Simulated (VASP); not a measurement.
Input:

```
CELL_PARAMETERS angstrom
      4.86832    -8.43217     0.00000
      4.86832     8.43217     0.00000
      0.00000     0.00000    10.55628
ATOMIC_POSITIONS crystal
  Ga 0.22212 0.11118 0.25055
  Ga 0.11081 0.22194 0.99977
  Ga 0.22208 0.11104 0.74919
  Ga 0.11081 0.22378 0.49932
  Ga 0.22086 0.44370 0.25143
  Ga 0.11081 0.55545 0.99989
  Ga 0.22427 0.44539 0.75028
  Ga 0.11071 0.55315 0.49918
  Ga 0.22220 0.77759 0.25055
  Ga 0.11106 0.88874 0.99974
  Ga 0.22217 0.77722 0.74919
  Ga 0.11083 0.88854 0.49955
  Ga 0.55508 0.11081 0.25076
  Ga 0.44439 0.22202 0.99993
  Ga 0.55512 0.11062 0.74951
  Ga 0.44594 0.22372 0.49936
  Ga 0.55585 0.44363 0.25171
  Ga 0.44427 0.55541 0.00025
  Ga 0.55401 0.44531 0.75028
  Ga 0.55600 0.77876 0.25158
  Ga 0.44441 0.88894 0.00007
  Ga 0.55418 0.77506 0.75038
  Ga 0.44600 0.88826 0.49932
  Ga 0.88897 0.11088 0.25077
  Ga 0.77769 0.22215 0.99999
  Ga 0.88871 0.11062 0.74931
  Ga 0.77748 0.22187 0.49935
  Ga 0.88880 0.44471 0.25073
  Ga 0.77775 0.55550 0.00015
  Ga 0.88858 0.44437 0.74944
  Ga 0.77535 0.55332 0.49928
  Ga 0.88855 0.77764 0.25055
  Ga 0.77788 0.88904 0.99992
  Ga 0.88834 0.77725 0.74927
  Ga 0.77542 0.88829 0.49930
  N  0.22195 0.11090 0.43876
  N  0.11062 0.22128 0.18755
  N  0.22202 0.11078 0.93781
  N  0.11080 0.22196 0.68867
  N  0.21421 0.44016 0.43633
  N  0.11052 0.55596 0.18768
  N  0.22119 0.44390 0.93950
  N  0.11062 0.55504 0.68858
  N  0.22199 0.77735 0.43875
  N  0.11098 0.88879 0.18825
  N  0.22213 0.77774 0.93783
  N  0.11085 0.88847 0.68819
  N  0.55491 0.11051 0.43883
  N  0.44378 0.22122 0.18772
  N  0.55569 0.11107 0.93811
  N  0.44432 0.22187 0.68873
  N  0.55880 0.44027 0.43651
  N  0.44425 0.55543 0.18887
  N  0.55582 0.44389 0.93956
  N  0.44411 0.55524 0.69454
  N  0.55894 0.78472 0.43641
  N  0.44388 0.88913 0.18778
  N  0.55590 0.77845 0.93959
  N  0.44442 0.88860 0.68869
  N  0.88864 0.11050 0.43874
  N  0.77764 0.22214 0.18842
  N  0.88863 0.11117 0.93790
  N  0.77753 0.22194 0.68816
  N  0.88857 0.44439 0.43877
  N  0.77830 0.55596 0.18786
  N  0.88857 0.44414 0.93805
  N  0.77730 0.55508 0.68862
  N  0.88848 0.77734 0.43870
  N  0.77845 0.88919 0.18766
  N  0.88898 0.77775 0.93790
  N  0.77748 0.88856 0.68860
  Mg 0.44385 0.55503 0.49847
```
Cell charge -1.

Level of theory: HSE06 screened hybrid, VASP's PBE PAW potentials (set 64) (plane waves; VASP 6.6.1). Numerical set-up: PREC = Normal, LREAL = Auto, ISYM = 0, NELECT = 288.0, EDIFF = 1E-5, 400 eV cut-off, 1×1×1 Γ-centred mesh, Gaussian smearing of 0.050 eV, potentials Ga N Mg.

The cell is charged, with a uniform compensating background. The supercell is sampled at Γ alone, which is coarse: total energies, pressure and levels can be off, energies of defects by several tenths of an eV.

**Question.** Estimate the energy per atom (σ→0).

**Answer.** 
```json
{
  "energy per atom (σ→0)": "-7.258 eV/atom"
}
```

Only differences to runs with the same potentials and settings are physical.

The cell is a supercell with a defect, built from GaN (wurtzite): Mg_Ga, charge -1. The cell's shape comes from a PBE relaxation. The run is not spin-polarised, so no state with unpaired spins was tried.
